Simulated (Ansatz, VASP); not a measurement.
**CsSbSe3: VASP beside Ansatz**

One calculation is typed for both programs; each brings its own data sets. How far apart do they land? The cell is generated by rule, not measured, and may not be a known phase. The cell is taken from a series of runs on this material, whose earlier steps may have relaxed, scaled, displaced or heated it; both programs get it as it stands.

Calculated with Ansatz 0.2.0; plane waves, with VASP 6.6.1 beside it; relaxation of cell and atoms at PBEsol.

The structure was built from a prototype and need not be the compound's stable phase.

## (1) Starting point

It takes space group Pm-3m (No. 221, cubic). Conventional cell: a = 5.383 Å, b = 5.383 Å, c = 5.383 Å, α = 90.00°, β = 90.00°, γ = 90.00°. Nearest to Cs lie 12 Se at 3.81 Å. Sb has 6 Se at 2.69 Å nearest. Nearest to Se lie 2 Sb at 2.69 Å and 4 Cs at 3.81 Å. Farther neighbours and most contacts between anions are not listed.

## (2) Ansatz: relaxation of cell and atoms, PBEsol

Ansatz runs on its PAW soft_1 files.

The relaxed volume is the usual yardstick between codes: in a stiff, nearly cubic crystal its relative difference is about their pressure difference at one cell divided by the bulk modulus.

The input, input.yaml:

```yaml
crystal:
  lattice:
    - [5.382928819, 0.0, 0.0]
    - [0.0, 5.382928819, 0.0]
    - [0.0, 0.0, 5.382928819]
  atoms:
    - { symbol: Cs, position: [0.0, 0.0, 0.0] }
    - { symbol: Sb, position: [0.5, 0.5, 0.5] }
    - { symbol: Se, position: [0.5, 0.5, 0.0] }
    - { symbol: Se, position: [0.5, 0.0, 0.5] }
    - { symbol: Se, position: [0.0, 0.5, 0.5] }
kpoints:
  mp_grid: { grid: [8, 8, 8] }
hamiltonian:
  xc: pbesol
  pseudopotentials: { kind: paw, azcp: { folder: soft_1 }, xc_functional: pbe }
scf:
  occupations: { method: methfessel_paxton, width: 0.2 }
output:
  forces: true
  stress: true
  eigenvalues: true
relax:
  adjacent_minimum: "off"
  f_tol: 0.001
  max_steps: 60
  cell: { stress_tol: 0.01 }
```

Launch:

```console
ansatz run input.yaml --threads 8 --pin off --max-ram 16384MiB --backend cpu --events-out ev --progress --plain --runs-dir out
```

Numbers of over 12 decimals in the logs are rounded to 6 here.

What it wrote:

```text
Engine: ansatz 0.2.0, aarch64-unknown-linux-gnu
Pseudopotentials: kind: paw
Pseudopotential: Cs, paw, valence charge 9, recommended cutoff 420 eV (normal), soft_1/Cs.paw.azcp
Pseudopotential: Sb, paw, valence charge 15, recommended cutoff 420 eV (normal), soft_1/Sb.paw.azcp
Pseudopotential: Se, paw, valence charge 16, recommended cutoff 420 eV (normal), soft_1/Se.paw.azcp
Functional definition: PBEsol
  exchange = pbesol_x
  correlation = pbesol_c
Crystal: 5 atoms, lattice volume = 155.975 Å³
Basis set: ecut = 420 eV, 2969 PW (Γ), exchange–correlation on 72×72×72 points (8 copies of the dense FFT grid, shifted against one another)
Bands: 44, of which v1, the nominal top of the filled ones, is band 36 counted from 1 (35 counted from 0)
Symmetry: 48 space group operations
Space group: Pm-3m (ITA 221), of the structure as read, at distance tolerance 5.4e-5 Å
k-points: 35 of 512
Non-local potential: Cs, projectors of the file, l = 0: 3, l = 1: 2, l = 2: 2, l = 3: 2
Non-local potential: Sb, projectors of the file, l = 0: 2, l = 1: 2, l = 2: 2, l = 3: 1
Non-local potential: Se, projectors of the file, l = 0: 2, l = 1: 2, l = 2: 3, l = 3: 1
PAW form: soft (Blöchl's): semilocal exchange-correlation on the pseudo side does not see the compensation charge
PAW frozen core: Cs, regenerated for the run's functional, and the local potential with it (the file was generated under x = pbe(κ = 0.804, μ = 0.219515), c = pbe(β = 0.066725))
PAW frozen core: Sb, regenerated for the run's functional, and the local potential with it (the file was generated under x = pbe(κ = 0.804, μ = 0.219515), c = pbe(β = 0.066725))
PAW frozen core: Se, regenerated for the run's functional, and the local potential with it (the file was generated under x = pbe(κ = 0.804, μ = 0.219515), c = pbe(β = 0.066725))
PAW one-centre angular grid: Cs, 194 points (default); XC on 64 Gauss nodes
PAW one-centre angular grid: Sb, 590 points (default); XC on 64 Gauss nodes
PAW one-centre angular grid: Se, 590 points (default); XC on 64 Gauss nodes
Initial density: superposition of atomic densities (chi_scale 0.1, normalization cell, long waves kept (reshape's long-wave potential 0.00 eV rms))
Initial wavefunctions: pseudopotential atomic-orbital guess
Functional: x = pbesol(κ = 0.804, μ = 0.123457), c = pbesol(β = 0.046)
SCF iter   1: F=—  HF=-28269.915767 eV  |F-HF|=—  |Δ(HF+E_count)|=         —  Δρ=3.03e-2  dr2=3.71e0  ethr=3.10e-3  ⟨swp⟩=8.1  Hψ=6600  notcnv=0
preconditioner: auto → LDOS  [metal: Δε(μ)=0.078 eV  Ē_g=9.917 eV  σ=0.200 eV  W_gap=0.32  n_scr=32 (ndim 8)  ℏωp=16.3 eV  f_vac=0.024  D(μ)=3.85/eV (n_scr^D=26)  β→1.0]
SCF iter   2: F=—  HF=-28268.346060 eV  |F-HF|=—  |Δ(HF+E_count)|=    1.57e0  S|Δr|=    0.00e0  Δρ=1.18e-2  dr2=2.24e-1  ethr=3.10e-3  ⟨swp⟩=4.1  Hψ=2860  notcnv=0  defer=68
SCF iter   3: F=—  HF=-28268.293641 eV  |F-HF|=—  |Δ(HF+E_count)|=   5.24e-2  S|Δr|=    0.00e0  Δρ=2.42e-3  dr2=1.20e-2  ethr=3.11e-4  ⟨swp⟩=2.1  Hψ=3175  notcnv=0  defer=67
SCF iter   4: F=—  HF=-28268.286073 eV  |F-HF|=—  |Δ(HF+E_count)|=   7.57e-3  S|Δr|=    0.00e0  Δρ=5.92e-4  dr2=6.12e-4  ethr=1.67e-5  ⟨swp⟩=2.0  Hψ=2878  notcnv=0  defer=67
SCF iter   5: F=—  HF=-28268.285997 eV  |F-HF|=—  |Δ(HF+E_count)|=   7.54e-5  S|Δr|=    0.00e0  Δρ=1.98e-4  dr2=9.00e-5  ethr=8.51e-7  ⟨swp⟩=2.0  Hψ=2730  notcnv=0  defer=67
SCF iter   6: F=—  HF=-28268.286055 eV  |F-HF|=—  |Δ(HF+E_count)|=   5.81e-5  S|Δr|=    0.00e0  Δρ=6.32e-5  dr2=7.57e-6  ethr=1.25e-7  ⟨swp⟩=3.0  Hψ=3055  notcnv=0  defer=67
SCF iter   7: F=—  HF=-28268.286057 eV  |F-HF|=—  |Δ(HF+E_count)|=   2.07e-6  S|Δr|=    0.00e0  Δρ=1.22e-5  dr2=2.67e-7  ethr=1.05e-8  ⟨swp⟩=2.0  Hψ=2208  notcnv=0  defer=67
SCF iter   8: F=-28268.286057 eV  HF=-28268.286057 eV  |F-HF|=1.83e-9  |Δ(HF+E_count)|=   3.70e-8  S|Δr|=    0.00e0  Δρ=1.79e-6  dr2=3.66e-9  ethr=1.39e-10  ⟨swp⟩=13.4  Hψ=7995  notcnv=0
SCF 1 converged in 8 iterations: F = -28268.286057 eV  dr2 = 3.66e-9
  greatest PAW one-centre occupation: 1.000 electrons in one spin orbital (limit 2), on the Se atom at site 2 (counted from 0), in its partial waves of l = 2
relax step   1: F+E_penalty+E_count = -28268.28605736 eV  Δ(F+E_penalty+E_count) = +0.000e0 eV  max|allowed force component| = 4.310e-29 eV/Å  Δτ_max = 0.0000 Å  P = -0.025 GPa  Ω = 155.975 Å³  (8 SCF iters, dr2 threshold 1.00e-7 eV, accepted)
[...]
relax step   2: F+E_penalty+E_count = -28268.28607051 eV  Δ(F+E_penalty+E_count) = -1.315e-5 eV  max|allowed force component| = 9.922e-30 eV/Å  Δτ_max = 0.0000 Å  P = -0.001 GPa  Ω = 155.882 Å³  energy of the carried Pulay correction = +5.726e-6 eV  (4 SCF iters, dr2 threshold 1.50e-9 eV, accepted)
[...]
relax step   3: F+E_penalty+E_count = -28268.28606312 eV  Δ(F+E_penalty+E_count) = +7.390e-6 eV  max|allowed force component| = 1.809e-29 eV/Å  Δτ_max = 0.0000 Å  P = -0.001 GPa  Ω = 155.882 Å³  stress off target by 8.33e-4 GPa  SCF on the basis re-selected at this cell (its energy is not comparable with the rows above)  (5 SCF iters)
basis re-selected at this cell: Δ(F+E_penalty+E_count) = +7.390e-6 eV, ΔP = +0.000 GPa vs the last step (what re-selecting the basis moved, of the pressure what is left beyond the Pulay correction that the steps carried, after the strain that the cell walked since its last selection, with what the two solves' SCF thresholds leave and, on support functions, any second-order correction that the steps lacked; it is no m [...]
SCF converged after 5 iterations
Stability not checked: this state was not tested for a lower state beside it, because cold or Methfessel-Paxton smearing, or corrected tetrahedra, fill the levels in a way that the test cannot read (fill_not_monotonic; see scf.lower_state_search)
Free energy (F): -28268.286063 eV
Harris-Foulkes:  -28268.286063 eV  (|F-HF|=0.00e0)
Internal energy: -28268.291537 eV  (E = F + TS)
E sigma→0 (E₀):  -28268.287432 eV
Entropy (-TS):   0.005474 eV (1.095 meV/atom)
Fermi energy:    6.202068 eV
--- Per-component energies (eV) ---
  E_band       = -1450.853508
  E_kinetic    = 638.511291
  E_local      = -11211.535667  (includes V_loc(G=0)·N_el)
  E_nonlocal   = -642.268366
  E_hartree    = 5598.393771
  E_xc         = -529.254822
  E_vxc        = -498.309742  (∫ρ·V_xc dr)
  E_paw        = -15704.248940  (= ΣΔE_a)
  E_vpaw       = -934.037450  (= ΣTr[D̂ρ^β])
  E_aug_tail   = -0.001098  (compensation charges beyond the density's cutoff)
  E_ewald      = -6421.389080
  E_core_change = 3.501375  (= ΣΔE_core)
  E_smearing   = 0.005474  (= −TS)
  E_closure    = 0.000000  (closes the sum)
  Σ components = -28268.286063   (vs F -28268.286063, Δ=0.00e0)
--- Forces (eV/Å), atoms counted from 1 ---
  atom   1  Cs    -0.00000000     0.00000000    -0.00000000
  atom   2  Sb    -0.00000000    -0.00000000     0.00000000
  atom   3  Se    -0.00000000     0.00000000    -0.00000000
  atom   4  Se    -0.00000000    -0.00000000     0.00000000
  atom   5  Se     0.00000000    -0.00000000     0.00000000
  max |Σ_I F_I| component: 2.52e-29 eV/Å
--- Stress (GPa, compression-positive) ---
       -0.000833      -0.000000       0.000000
       -0.000000      -0.000833       0.000000
        0.000000       0.000000      -0.000833
  P = ⅓ Tr σ = -0.0008 GPa (-0.008 kbar)
--- Band table (eV; the first three rows and the last of 35) ---
  k-point 0: bands = [... 32 lower, 5.5994, 5.5994, 5.9322, 5.9322, 5.9322, 10.5422, 10.6744, 10.6744, ... 4 higher]
  k-point 1: bands = [... 32 lower, 5.5354, 5.5354, 5.8304, 5.8718, 5.8718, 10.8108, 10.8250, 10.9024, ... 4 higher]
  k-point 2: bands = [... 32 lower, 5.3849, 5.3849, 5.6739, 5.7411, 5.7411, 10.9344, 11.1713, 11.3238, ... 4 higher]
  k-point 34: bands = [... 32 lower, 5.1016, 6.6811, 6.6811, 6.6811, 6.9566, 6.9566, 6.9566, 8.8366, ... 4 higher]
--- Relaxed structure (2 steps of the walk, 2 accepted, 1 SCFs on fresh bases) ---
  F+E_penalty+E_count = -28268.28606312 eV   max|allowed force component| = 1.809e-29 eV/Å   (the final SCF, on the basis selected at the relaxed cell)
  cell:  # Å, volume = 155.8817 Å³
    - [5.381852, 0, 0]
    - [0, 5.381852, 0.0]
    - [0, 0.0, 5.381852]
  atoms:
    - { symbol: Cs, position: [0, 0, 0] }
    - { symbol: Sb, position: [0.5, 0.5, 0.5] }
    - { symbol: Se, position: [0.5, 0.5, 0] }
    - { symbol: Se, position: [0.5, 0, 0.5] }
    - { symbol: Se, position: [0, 0.5, 0.5] }
```

## (3) VASP: relaxation of cell and atoms, PBEsol

The same cell, functional, mesh and smearing now go to VASP, with its own data sets.

Lines of VASP's logs that name or quote its potential files are left out, and so is its time.

The input, INCAR:

```
SYSTEM = CsSbSe3
PREC = Accurate
ENCUT = 500
EDIFF = 1E-07
NELM = 120
ISMEAR = 1
SIGMA = 0.2
LREAL = .FALSE.
ALGO = Normal
GGA = PS
NBANDS = 22
LORBIT = 11
LWAVE = .FALSE.
LCHARG = .FALSE.
ISIF = 3
IBRION = 2
NSW = 80
EDIFFG = -0.005
LASPH = .TRUE.
GGA_COMPAT = .FALSE.
NELMIN = 4
KPAR = 2
```

The input, POSCAR:

```
CsSbSe3
1.0
    5.3829290000      0.0000000000      0.0000000000
    0.0000000000      5.3829290000      0.0000000000
    0.0000000000      0.0000000000      5.3829290000
Cs Sb Se
1 1 3
Direct
    0.0000000000      0.0000000000      0.0000000000
    0.4999999071      0.4999999071      0.4999999071
    0.4999999071      0.4999999071      0.0000000000
    0.4999999071      0.0000000000      0.4999999071
    0.0000000000      0.4999999071      0.4999999071
```

The input, KPOINTS:

```
Automatic mesh
0
Gamma
8 8 8
0 0 0
```

Potentials, in the order of the species: Cs_sv, Sb and Se (PBE family, release 64).

Launch:

```console
mpirun -np 2 vasp_std
```

What it wrote:

```text
[banner, memory and clock lines left out]
running    2 mpi-ranks, on    1 nodes
 distrk:  each k-point on    1 cores,    2 groups
 distr:  one band on    1 cores,    1 groups

 POSCAR found type information on POSCAR CsSbSe
 POSCAR found :  3 types and       5 ions
|                                                                             |
|               ----> ADVICE to this user running VASP <----                  |
|                                                                             |
|     You enforced a specific xc type in the INCAR file but a different       |
|     [... a line on the potential file left out ...]
|     I HOPE YOU KNOW WHAT YOU ARE DOING!                                     |
|                                                                             |

 LDA part: xc-table for (Slater+PW92), standard interpolation
 POSCAR, INCAR and KPOINTS ok, starting setup
 FFT: planning ... GRIDC
 FFT: planning ... GRID_SOFT
 FFT: planning ... GRID
 WAVECAR not read
 entering main loop
       N       E                     dE             d eps       ncg     rms          rms(c)
DAV:   1     0.180591726817E+03    0.18059E+03   -0.12229E+04  1540   0.118E+03
DAV:   2    -0.323931311987E+01   -0.18383E+03   -0.17773E+03  2134   0.189E+02
DAV:   3    -0.190755790123E+02   -0.15836E+02   -0.15589E+02  1888   0.641E+01
DAV:   4    -0.193019630429E+02   -0.22638E+00   -0.22603E+00  1908   0.869E+00
DAV:   5    -0.193050780629E+02   -0.31150E-02   -0.31143E-02  1880   0.105E+00    0.543E+00
DAV:   6    -0.186305642269E+02    0.67451E+00   -0.11149E+00  1834   0.450E+00    0.334E+00
DAV:   7    -0.186255409272E+02    0.50233E-02   -0.16238E-01  1882   0.162E+00    0.138E+00
DAV:   8    -0.186234923994E+02    0.20485E-02   -0.82638E-03  1906   0.443E-01    0.407E-01
DAV:   9    -0.186235500728E+02   -0.57673E-04   -0.10619E-03  1894   0.184E-01    0.516E-02
DAV:  10    -0.186235658534E+02   -0.15781E-04   -0.10311E-04  1888   0.473E-02    0.211E-02
DAV:  11    -0.186235825140E+02   -0.16661E-04   -0.20972E-05  1870   0.259E-02    0.595E-03
DAV:  12    -0.186235824663E+02    0.47657E-07   -0.14858E-06  1912   0.598E-03    0.340E-03
DAV:  13    -0.186235821851E+02    0.28124E-06   -0.12475E-07  1410   0.212E-03    0.803E-04
DAV:  14    -0.186235822039E+02   -0.18837E-07   -0.27545E-08  1310   0.830E-04
   1 F= -.18623582E+02 E0= -.18625394E+02  d E =-.186236E+02
 curvature:   0.00 expect dE= 0.000E+00 dE for cont linesearch  0.000E+00
 trial: gam= 0.00000 g(F)=  0.000E+00 g(S)=  0.754E-04 ort = 0.000E+00 (trialstep = 0.100E+01)
 search vector abs. value=  0.754E-04
 bond charge predicted
       N       E                     dE             d eps       ncg     rms          rms(c)
DAV:   1    -0.186238693193E+02   -0.28713E-03   -0.56355E-03  1810   0.351E-01    0.785E-02
DAV:   2    -0.186236760241E+02    0.19330E-03   -0.30313E-04  1750   0.819E-02    0.331E-02
DAV:   3    -0.186236155481E+02    0.60476E-04   -0.19577E-04  1792   0.595E-02    0.109E-02
DAV:   4    -0.186236138872E+02    0.16609E-05   -0.42026E-06  1876   0.111E-02    0.504E-03
DAV:   5    -0.186236133339E+02    0.55329E-06   -0.74940E-07  1840   0.423E-03    0.279E-03
DAV:   6    -0.186236131640E+02    0.16990E-06   -0.60669E-08  1172   0.134E-03    0.386E-04
DAV:   7    -0.186236132091E+02   -0.45150E-07   -0.55861E-09  1070   0.449E-04
   2 F= -.18623613E+02 E0= -.18625409E+02  d E =-.310052E-04
 trial-energy change:   -0.000031  1 .order   -0.000033   -0.000075    0.000010
 step:   0.8717(harm=  0.8864)  dis= 0.00000  next Energy=   -18.623614 (dE=-0.316E-04)
 reached required accuracy - stopping structural energy minimisation
```

Parts of OUTCAR (step 3):

```text
ion  position               nearest neighbor table
   1  0.000  0.000  0.000-
   2  0.500  0.500  0.500-   3 2.69   4 2.69   5 2.69   5 2.69   4 2.69   3 2.69
   3  0.500  0.500  0.000-   2 2.69   2 2.69
   4  0.500  0.000  0.500-   2 2.69   2 2.69
   5  0.000  0.500  0.500-   2 2.69   2 2.69

  LATTYP: Found a simple cubic cell.
 ALAT       =     5.3829290000

 Subroutine GETGRP returns: Found 48 space group operations
 (whereof 48 operations were pure point group operations)

The static configuration has the point symmetry O_h .

 Found     35 irreducible k-points:

   k-points           NKPTS =     35   k-points in BZ     NKDIM =     35   number of bands    NBANDS=     22

   dimension x,y,z NGX =    40 NGY =   40 NGZ =   40
   dimension x,y,z NGXF=    80 NGYF=   80 NGZF=   80

   ENCUT  =  500.0 eV  36.75 Ry    6.06 a.u.   9.81  9.81  9.81*2*pi/ulx,y,z

   NELECT =      32.0000    total number of electrons

 k-points in reciprocal lattice and weights: Automatic mesh
   0.00000000  0.00000000  0.00000000       0.002
   0.12500000  0.00000000  0.00000000       0.012
   0.25000000  0.00000000  0.00000000       0.012
   0.37500000  0.00000000  0.00000000       0.012
   0.50000000  0.00000000  0.00000000       0.006
   0.12500000  0.12500000  0.00000000       0.023
   0.25000000  0.12500000  0.00000000       0.047
   0.37500000  0.12500000  0.00000000       0.047
   0.50000000  0.12500000  0.00000000       0.023
[...]
0.50000000  0.50000000  0.37500000       0.012
   0.50000000  0.50000000  0.50000000       0.002

 average (electrostatic) potential at core
       1 -47.2970       2 -90.6453       3 -55.0288       4 -55.0288       5 -55.0288

 E-fermi :   2.2733

 k-point     1 :       0.0000    0.0000    0.0000
  band No.  band energies     occupation
    ...
     13       1.6755      2.00020
     14       1.6755      2.00020
     15       2.0026      2.06667
     16       2.0026      2.06667
     17       2.0026      2.06667
     18       6.6027      0.00000
     19       6.7373      0.00000
     20       6.7373      0.00000
     21       6.9407      0.00000
     22       6.9407      0.00000

 k-point     2 :       0.1250    0.0000    0.0000
  band No.  band energies     occupation
    ...
     13       1.6109      2.00003
     14       1.6109      2.00003
     15       1.9009      2.02434
     16       1.9422      2.04109
     17       1.9422      2.04109
     18       6.8714      0.00000
     19       6.8887      0.00000
     20       6.9667      0.00000
     21       7.0114      0.00000
     22       7.1989      0.00000

 k-point     3 :       0.2500    0.0000    0.0000
  band No.  band energies     occupation
    ...
     13       1.4592      2.00000
     14       1.4592      2.00000
     15       1.7445      2.00119
     16       1.8116      2.00522
     17       1.8116      2.00522
     18       6.9904      0.00000
     19       7.2216      0.00000
     20       7.3916      0.00000
     21       7.5672      0.00000
     22       7.6111      0.00000

  Total       -0.0065437     -0.0065437     -0.0065437      0.0000000      0.0000000     -0.0000000
  in kB       -0.0671172     -0.0671172     -0.0671172      0.0000000      0.0000000     -0.0000000
  external PRESSURE =      -0.0671172 kB  Pullay stress =       0.0000000 kB

  energy-cutoff  :      500.00
  volume of cell :      156.21
      direct lattice vectors                 reciprocal lattice vectors
     5.385579602 -0.000000000  0.000000000     0.185681036 -0.000000000 -0.000000000
     0.000000000  5.385579602 -0.000000000     0.000000000  0.185681036  0.000000000
     0.000000000 -0.000000000  5.385579602    -0.000000000  0.000000000  0.185681036

 POSITION                                       TOTAL-FORCE (eV/Angst)
 -----------------------------------------------------------------------------------
      0.00000      0.00000      0.00000        -0.000000      0.000000      0.000000
      2.69279      2.69279      2.69279         0.000000     -0.000000      0.000000
      2.69279      2.69279      0.00000        -0.000000      0.000000      0.000000
      2.69279     -0.00000      2.69279         0.000000     -0.000000      0.000000
      0.00000      2.69279      2.69279         0.000000     -0.000000      0.000000
 -----------------------------------------------------------------------------------
    total drift:                                0.000503      0.000503      0.000503

  FREE ENERGIE OF THE ION-ELECTRON SYSTEM (eV)
  ---------------------------------------------------
  free  energy   TOTEN  =       -18.6236132091 eV

  energy  without entropy=      -18.6289999148  energy(sigma->0) =      -18.62540878

 reached required accuracy - stopping structural energy minimisation

 total charge
# of ion       s       p       d       tot
------------------------------------------
    1        1.846   4.683   0.038   6.568
    2        1.197   1.011   0.090   2.299
    3        1.486   2.265   0.021   3.772
    4        1.486   2.265   0.021   3.772
    5        1.486   2.265   0.021   3.772
--------------------------------------------------
tot          7.501  12.488   0.193  20.182

[... 3 further parts left out ...]
```

CONTCAR:

```
CsSbSe3
   1.00000000000000
     5.3855796024915055   -0.0000000000000000    0.0000000000000000
     0.0000000000000000    5.3855796024915055   -0.0000000000000000
     0.0000000000000000   -0.0000000000000000    5.3855796024915055
  Cs              Sb              Se
     1     1     3
Direct
     0.0000000000000000    0.0000000000000000    0.0000000000000000
     0.4999999070999976    0.4999999070999976    0.4999999070999976
     0.4999999070999976    0.4999999070999976    0.0000000000000000
     0.4999999070999976    0.0000000000000000    0.4999999070999976
     0.0000000000000000    0.4999999070999976    0.4999999070999976
```

## (4) Comparison

Known differences besides the potentials themselves: the data sets hold 72 valence electrons in Ansatz (on its PAW soft_1 files) and 32 in VASP; the cutoff is 420 eV in Ansatz and 500 eV in VASP; Ansatz makes its cores anew for this functional, VASP keeps those of its PBE data sets; Ansatz adds a Pulay correction to the stress that steers its cell, VASP none. Total energies have different zeros and are not compared.

Compared:

| quantity | Ansatz | VASP | difference |
| --- | --- | --- | --- |
| volume (Å³) | 155.88 | 156.21 | -0.21 % |
| edge a after relaxation, in the typed setting (Å) | 5.382 | 5.386 | -0.07 % |

## (5) Results

```
difference in volume (relaxation of cell and atoms, PBEsol) : -0.21 %
```

The difference in volume is -0.21 % (relaxation of cell and atoms, PBEsol), within the 1.2 % picked in this series as the mark of a large difference, as far as the stopping tolerances let one tell. The data sets hold unlike numbers of valence electrons (72 in Ansatz and 32 in VASP), so part of the differences comes from the potentials. 1 further run of this series is not shown here. How closely two codes agree says nothing of how well the functional describes the real material.

[Lines on the potential files, build, host, timing and source positions are cut from VASP's logs without a mark.]

[Logs are printed without paths, hosts, clocks, repeated set-up lines and the standing remarks that a program may print on its own settings, such as how far it seeks lower states.]

[Hosts, paths, dates, database ids (printed as entryN), source tags and the programs' standing remarks are cut or masked in the printed files.]
